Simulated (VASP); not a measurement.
Output of a VASP run:

### OUTCAR
```
 ion  position               nearest neighbor table
   1  0.000  0.000  0.000-   3 1.85   6 1.85   5 1.85   4 1.85   4 1.85   5 1.85
   2  0.500  0.500  0.500-   4 1.85   5 1.85   3 1.85   6 1.85   3 1.85   6 1.85
   3  0.304  0.304  0.000-   1 1.85   2 1.85   2 1.85
   4  0.804  0.196  0.500-   2 1.85   1 1.85   1 1.85
   5  0.196  0.804  0.500-   2 1.85   1 1.85   1 1.85
   6  0.696  0.696  0.000-   1 1.85   2 1.85   2 1.85
  LATTYP: Found a simple tetragonal cell.
 ALAT       =     4.3091764183
 C/A-ratio  =     0.6564943943
 Subroutine PRICEL returns:
 Original cell was already a primitive cell.
 Subroutine GETGRP returns: Found 16 space group operations
The static configuration has the point symmetry D_2h.
 The point group associated with its full space group is D_4h.
The dynamic configuration has the point symmetry D_2h.
The overall configuration has the point symmetry D_2h.
 Subroutine INISYM returns: Found 16 space group operations
 Subroutine IBZKPT returns following result:
 Found     60 irreducible k-points:

 Following reciprocal coordinates:
            Coordinates               Weight
  0.000000  0.000000  0.000000      1.000000
  0.142857  0.000000  0.000000      4.000000
  0.285714  0.000000  0.000000      4.000000
  0.428571  0.000000  0.000000      4.000000
  0.142857  0.142857  0.000000      4.000000
  0.285714  0.142857  0.000000      8.000000
  0.428571  0.142857  0.000000      8.000000
  0.285714  0.285714  0.000000      4.000000
  0.428571  0.285714  0.000000      8.000000
  0.428571  0.428571  0.000000      4.000000
  0.000000  0.000000  0.090909      2.000000
  0.142857  0.000000  0.090909      8.000000
  0.285714  0.000000  0.090909      8.000000
  0.428571  0.000000  0.090909      8.000000
  0.142857  0.142857  0.090909      8.000000
  0.285714  0.142857  0.090909     16.000000
  0.428571  0.142857  0.090909     16.000000
  0.285714  0.285714  0.090909      8.000000
  0.428571  0.285714  0.090909     16.000000
  0.428571  0.428571  0.090909      8.000000
  0.000000  0.000000  0.181818      2.000000
  0.142857  0.000000  0.181818      8.000000
  0.285714  0.000000  0.181818      8.000000
  0.428571  0.000000  0.181818      8.000000
  0.142857  0.142857  0.181818      8.000000
  0.285714  0.142857  0.181818     16.000000
  0.428571  0.142857  0.181818     16.000000
  0.285714  0.285714  0.181818      8.000000
  0.428571  0.285714  0.181818     16.000000
  0.428571  0.428571  0.181818      8.000000
  0.000000  0.000000  0.272727      2.000000
  0.142857  0.000000  0.272727      8.000000
  0.285714  0.000000  0.272727      8.000000
  0.428571  0.000000  0.272727      8.000000
  0.142857  0.142857  0.272727      8.000000
  0.285714  0.142857  0.272727     16.000000
  0.428571  0.142857  0.272727     16.000000
  0.285714  0.285714  0.272727      8.000000
  0.428571  0.285714  0.272727     16.000000
  0.428571  0.428571  0.272727      8.000000
   k-points           NKPTS =     60   k-points in BZ     NKDIM =     60   number of bands    NBANDS=     30
   number of dos      NEDOS =    301   number of ions     NIONS =      6
   total plane-waves  NPLWV =  24576
   dimension x,y,z NGX =    32 NGY =   32 NGZ =   24
   dimension x,y,z NGXF=    64 NGYF=   64 NGZF=   48
   ions per type =               2   4
   PREC   = accura    normal or accurate (medium, high low for compatibility)
   ISTART =      0    job   : 0-new  1-cont  2-samecut
   ICHARG =      2    charge: 1-file 2-atom 10-const
   ISPIN  =      2    spin polarized calculation?
   LNONCOLLINEAR =      F non collinear calculations
   LSORBIT =      F    spin-orbit coupling
   INIWAV =      1    electr: 0-lowe 1-rand  2-diag
   ENCUT  =  520.0 eV  38.22 Ry    6.18 a.u.   8.01  8.01  5.26*2*pi/ulx,y,z
   NELM   =    100;   NELMIN=  2; NELMDL= -5     # of ELM steps
   EDIFF  = 0.1E-06   stopping-criterion for ELM
   LREAL  =      F    real-space projection
...
```

### OSZICAR
```
...
   1 F= -.51381574E+02 E0= -.51381281E+02  d E =-.513816E+02  mag=     4.0001
       N       E                     dE             d eps       ncg     rms          rms(c)
DAV:   1    -0.513959426939E+02   -0.14369E-01   -0.44736E+00  7200   0.145E+01    0.126E+00
DAV:   2    -0.513929573281E+02    0.29854E-02   -0.13369E-01  8756   0.291E+00    0.908E-01
DAV:   3    -0.513884154712E+02    0.45419E-02   -0.12788E-02  9176   0.111E+00    0.536E-01
DAV:   4    -0.513870880673E+02    0.13274E-02   -0.66456E-03  9432   0.739E-01    0.324E-01
DAV:   5    -0.513870201055E+02    0.67962E-04   -0.99589E-04  8362   0.314E-01    0.180E-01
DAV:   6    -0.513869856174E+02    0.34488E-04   -0.12486E-04 10086   0.103E-01    0.120E-01
DAV:   7    -0.513869803775E+02    0.52399E-05   -0.35440E-05  9574   0.511E-02    0.351E-02
DAV:   8    -0.513869801944E+02    0.18312E-06   -0.23026E-06  9576   0.121E-02    0.178E-02
DAV:   9    -0.513869802317E+02   -0.37295E-07   -0.14237E-06  8880   0.901E-03    0.485E-03
DAV:  10    -0.513869802380E+02   -0.63646E-08   -0.22391E-07  6170   0.372E-03
   2 F= -.51386980E+02 E0= -.51386626E+02  d E =-.540607E-02  mag=     4.0000
       N       E                     dE             d eps       ncg     rms          rms(c)
DAV:   1    -0.513885915763E+02   -0.16113E-02   -0.34961E-01  7206   0.406E+00    0.353E-01
DAV:   2    -0.513883879960E+02    0.20358E-03   -0.10481E-02  8678   0.823E-01    0.252E-01
DAV:   3    -0.513880445331E+02    0.34346E-03   -0.10353E-03  9300   0.327E-01    0.149E-01
DAV:   4    -0.513879230171E+02    0.12152E-03   -0.56260E-04  9370   0.218E-01    0.902E-02
DAV:   5    -0.513879186486E+02    0.43685E-05   -0.76402E-05  8396   0.843E-02    0.493E-02
DAV:   6    -0.513879163316E+02    0.23169E-05   -0.74604E-06 10180   0.224E-02    0.315E-02
DAV:   7    -0.513879160038E+02    0.32788E-06   -0.20048E-06  9480   0.116E-02    0.989E-03
DAV:   8    -0.513879160033E+02    0.50841E-09   -0.13519E-07  5298   0.318E-03
   3 F= -.51387916E+02 E0= -.51387568E+02  d E =-.634184E-02  mag=     4.0000
       N       E                     dE             d eps       ncg     rms          rms(c)
DAV:   1    -0.513879157503E+02    0.25344E-06   -0.92153E-04  7212   0.208E-01    0.182E-02
DAV:   2    -0.513879151103E+02    0.64003E-06   -0.27331E-05  8760   0.424E-02    0.134E-02
DAV:   3    -0.513879141651E+02    0.94516E-06   -0.27836E-06  9320   0.171E-02    0.786E-03
DAV:   4    -0.513879138182E+02    0.34689E-06   -0.15323E-06  9332   0.112E-02    0.475E-03
DAV:   5    -0.513879138044E+02    0.13829E-07   -0.18948E-07  5048   0.435E-03
   4 F= -.51387914E+02 E0= -.51387565E+02  d E =-.633964E-02  mag=     4.0000
       N       E                     dE             d eps       ncg     rms          rms(c)
DAV:   1    -0.513880936330E+02   -0.17981E-03   -0.12087E-02  7200   0.840E-01    0.100E-01
DAV:   2    -0.513879989076E+02    0.94725E-04   -0.26871E-04  8420   0.150E-01    0.716E-02
DAV:   3    -0.513879777728E+02    0.21135E-04   -0.97377E-05 10262   0.923E-02    0.505E-02
DAV:   4    -0.513879702457E+02    0.75271E-05   -0.35808E-05 10290   0.527E-02    0.342E-02
DAV:   5    -0.513879698054E+02    0.44034E-06   -0.39757E-06  9158   0.203E-02    0.217E-02
DAV:   6    -0.513879692576E+02    0.54774E-06   -0.14258E-06  9896   0.120E-02    0.178E-02
DAV:   7    -0.513879691152E+02    0.14242E-06   -0.66183E-07  8038   0.702E-03    0.237E-03
DAV:   8    -0.513879691230E+02   -0.77898E-08   -0.46017E-08  3846   0.178E-03
   5 F= -.51387969E+02 E0= -.51387625E+02  d E =-.553186E-04  mag=     4.0000
```

### OUTCAR
```
------------------------ aborting loop because EDIFF is reached ----------------------------------------
  FORCE on cell =-STRESS in cart. coord.  units (eV):
  Direction    XX          YY          ZZ          XY          YZ          ZX
  --------------------------------------------------------------------------------------
  Total        5.8707091      5.8707091      5.8859657      0.0000000      0.0000000      0.0000000
  in kB      179.0553480    179.0553480    179.5206701      0.0000000      0.0000000      0.0000000
  external PRESSURE =     179.2104553 kB  Pullay stress =       0.0000000 kB
  volume of cell :       52.53
      direct lattice vectors                 reciprocal lattice vectors
     4.299020046 -0.000000000  0.000000000     0.232611151 -0.000000000  0.000000000
     0.000000000  4.299020046  0.000000000     0.000000000  0.232611151  0.000000000
     0.000000000  0.000000000  2.842332659     0.000000000  0.000000000  0.351823703
 POSITION                                       TOTAL-FORCE (eV/Angst)
 -----------------------------------------------------------------------------------
      4.29902      4.29902      0.00000         0.000000      0.000000      0.000000
      2.14951      2.14951      1.42117         0.000000      0.000000      0.000000
      1.29908      1.29908      0.00000         0.006267      0.006267      0.000000
      3.44859      0.85043      1.42117         0.006267     -0.006267      0.000000
      0.85043      3.44859      1.42117        -0.006267      0.006267      0.000000
      2.99994      2.99994      0.00000        -0.006267     -0.006267     -0.000000
 -----------------------------------------------------------------------------------
    total drift:                                0.000000     -0.000000     -0.000000
  FREE ENERGIE OF THE ION-ELECTRON SYSTEM (eV)
  ---------------------------------------------------
  free  energy   TOTEN  =       -51.3879691230 eV

  energy  without entropy=      -51.3869364531  energy(sigma->0) =      -51.38762490

 total charge

# of ion       s       p       d       tot
------------------------------------------
    1        0.393   6.558   4.177  11.129
    2        0.393   6.558   4.177  11.129
    3        1.572   3.496   0.000   5.068
    4        1.572   3.496   0.000   5.068
    5        1.572   3.496   0.000   5.068
    6        1.572   3.496   0.000   5.068
--------------------------------------------------
tot          7.075  27.101   8.355  42.530

 magnetization (x)

# of ion       s       p       d       tot
------------------------------------------
    1        0.016   0.034   1.969   2.019
    2        0.016   0.034   1.969   2.019
    3       -0.003  -0.043   0.000  -0.046
    4       -0.003  -0.043   0.000  -0.046
    5       -0.003  -0.043   0.000  -0.046
    6       -0.003  -0.043   0.000  -0.046
--------------------------------------------------
tot          0.020  -0.102   3.937   3.855

 reached required accuracy - stopping structural energy minimisation
```
(Selected blocks of OUTCAR.)

POSCAR:
```
CrO2
1
    4.3091764183     0.0000000000     0.0000000000
    0.0000000000     4.3091764183     0.0000000000
    0.0000000000     0.0000000000     2.8289501626
Cr O
2 4
Direct
  1.0000000000   0.0000000000   0.0000000000
  0.5000000000   0.5000000000   0.5000000000
  0.3035294787   0.3035294787   0.0000000000
  0.8035294787   0.1964705213   0.5000000000
  0.1964705213   0.8035294787   0.5000000000
  0.6964705213   0.6964705213   0.0000000000
```

Q: Write an INCAR and KPOINTS that could have produced this output.

A: This is not unique; one that fits is the input of the run itself, AM05 GGA, plane waves, VASP's PBE PAW potentials (set 64).

INCAR:
```
SYSTEM = CrO2
PREC = Accurate
ENCUT = 520
EDIFF = 1E-7
NELM = 100
ALGO = Normal
LREAL = .FALSE.
LASPH = .TRUE.
ISMEAR = 1
SIGMA = 0.1
GGA = AM
LMAXMIX = 4
ISPIN = 2
MAGMOM = 2.1 2.1 -0.1 -0.1 -0.1 -0.1
LORBIT = 10
LWAVE = .FALSE.
LCHARG = .FALSE.
ISIF = 4
IBRION = 2
NSW = 30
EDIFFG = -0.01
```

File KPOINTS:
```
Automatic mesh
0
Gamma
7 7 11
0 0 0
```

POTCAR, in this order: Cr_pv O (PBE.64 set). Program: vasp_std.

The compound is CrO2 in the rutile structure. This cell is one point of a volume scan, at 0.94 of the reference volume. Symmetry was kept, so distortions that lower it aren't found.
